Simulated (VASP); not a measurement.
Output of a VASP run:

### OSZICAR
```
       N       E                     dE             d eps       ncg     rms          rms(c)
DAV:   1     0.889246025524E+02    0.88925E+02   -0.73246E+03   934   0.960E+02
DAV:   2    -0.151107250350E+01   -0.90436E+02   -0.86809E+02  1065   0.253E+02
DAV:   3    -0.501051178391E+01   -0.34994E+01   -0.34939E+01  1085   0.524E+01
DAV:   4    -0.504494474735E+01   -0.34433E-01   -0.34430E-01  1290   0.452E+00
DAV:   5    -0.504503432518E+01   -0.89578E-04   -0.89578E-04  1095   0.215E-01    0.520E+00
DAV:   6    -0.482407027616E+01    0.22096E+00   -0.46310E-01  1020   0.855E+00    0.427E+00
DAV:   7    -0.480890173907E+01    0.15169E-01   -0.11611E-01  1050   0.245E+00    0.167E+00
DAV:   8    -0.480964492725E+01   -0.74319E-03   -0.99369E-03   940   0.136E+00    0.478E-01
DAV:   9    -0.480997883680E+01   -0.33391E-03   -0.99896E-04  1065   0.355E-01    0.101E-01
DAV:  10    -0.481004434439E+01   -0.65508E-04   -0.12284E-04   980   0.116E-01    0.512E-02
DAV:  11    -0.481008917370E+01   -0.44829E-04   -0.85868E-05   948   0.633E-02    0.346E-02
DAV:  12    -0.481008810900E+01    0.10647E-05   -0.32657E-06  1072   0.157E-02    0.197E-02
DAV:  13    -0.481008796330E+01    0.14570E-06   -0.59819E-07   685   0.430E-03
   1 F= -.48100880E+01 E0= -.48100880E+01  d E =-.174349E-11
```

OUTCAR:
```
------------------------ aborting loop because EDIFF is reached ----------------------------------------
  FORCE on cell =-STRESS in cart. coord.  units (eV):
  Direction    XX          YY          ZZ          XY          YZ          ZX
  --------------------------------------------------------------------------------------
  Total       -0.0204288     -0.0204288     -0.0204288     -0.0000000      0.0000000      0.0000000
  in kB       -0.4534064     -0.4534064     -0.4534064     -0.0000000      0.0000000      0.0000000
  external PRESSURE =      -0.4534064 kB  Pullay stress =       0.0000000 kB
  volume of cell :       72.19
      direct lattice vectors                 reciprocal lattice vectors
     0.000000000  3.304800000  3.304800000    -0.151295086  0.151295086  0.151295086
     3.304800000  0.000000000  3.304800000     0.151295086 -0.151295086  0.151295086
     3.304800000  3.304800000  0.000000000     0.151295086  0.151295086 -0.151295086
  FREE ENERGIE OF THE ION-ELECTRON SYSTEM (eV)
  ---------------------------------------------------
  free  energy   TOTEN  =        -4.8100879633 eV

  energy  without entropy=       -4.8100879633  energy(sigma->0) =       -4.81008796
```
(Selected blocks of OUTCAR.)

File POSCAR:
```
CdTe
1
    0.0000000000     3.3048000000     3.3048000000
    3.3048000000     0.0000000000     3.3048000000
    3.3048000000     3.3048000000     0.0000000000
Cd Te
1 1
Direct
  0.0000000000   0.0000000000   0.0000000000
  0.2500000000   0.2500000000   0.2500000000
```

Q: Write an INCAR and KPOINTS that could have produced this output.

A: This is not unique; one that fits is the input of the run itself, PBE GGA, plane waves, VASP's PBE PAW potentials (set 64).

INCAR:
```
! general
SYSTEM =CdTe
PREC   =Accurate
ENCUT  =400
LREAL  =F
LASPH  =T

! electronic loop
EDIFF  =1E-6
NELM   =100
ALGO   =Normal
LMAXMIX=4

! smearing
ISMEAR =0
SIGMA  =0.05

! functional
GGA    =PE

! ions
ISIF   =2

! output
LWAVE  =F
LCHARG =F
```

### KPOINTS
```
kpoints
0
G
  9 9 9
0 0 0
```

POTCAR, in this order: Cd Te (PBE.64 set). Program: vasp_std.

The compound is CdTe in the zinc blende structure. The cell was not relaxed at this level. The run is one of a series of settings (KPOINTS 9×9×9 Γ-centred mesh against the base run), some of them coarse on purpose.
